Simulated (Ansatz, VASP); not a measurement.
**CS3 in VASP and in Ansatz**

```
C S
1.0
     6.63561    0.00000    0.00000
    -3.31780    5.74660    0.00000
     0.00000    0.00000    2.93921
C S
2 6
Direct
  0.66667 0.33333 0.25000
  0.33333 0.66667 0.75000
  0.19509 0.39018 0.25000
  0.60982 0.80491 0.25000
  0.19509 0.80491 0.25000
  0.80491 0.19509 0.75000
  0.39018 0.19509 0.75000
  0.80491 0.60982 0.75000
```

Change from the starting cell: species swapped into the SmAg3 type (P6_3/mmc, No. 194).

Alike in both runs: functional PBE; dispersion D3(BJ); k mesh 3 × 3 × 6; occupations gaussian, width 0.1 eV; no spin polarisation.

Ansatz relaxed the structure, and its values are those at the end. VASP's run is a single point on that final structure, the one shown.

```csv
,VASP,Ansatz
version,VASP 6.6.1,Ansatz 0.2.0
potentials or method,"VASP PAW PBE potentials, release 64 (C, S)","scalar-relativistic, plane waves, PAW"
plane-wave cutoff (eV),520,420
valence electrons in the cell,44,44
```

VASP gave:

| Property | Result |
| --- | --- |
| gap on the k mesh at the Fermi level (eV) | none |
| pressure (GPa) | -0.3 |
| rms of the force components (eV/Å) | 0.015 |

Q: What did Ansatz give for the same quantities?

A: gap on the k mesh at the Fermi level (eV): none; pressure (GPa): -0.1; rms of the force components (eV/Å): 0.005.

A gap of «none» marks a metal or a gap that the smearing closes.

Caveats: the k mesh is coarse (spacing up to 0.36 Å⁻¹), so the values aren't converged; pairwise dispersion overbinds metals, which lowers pressure and volume.
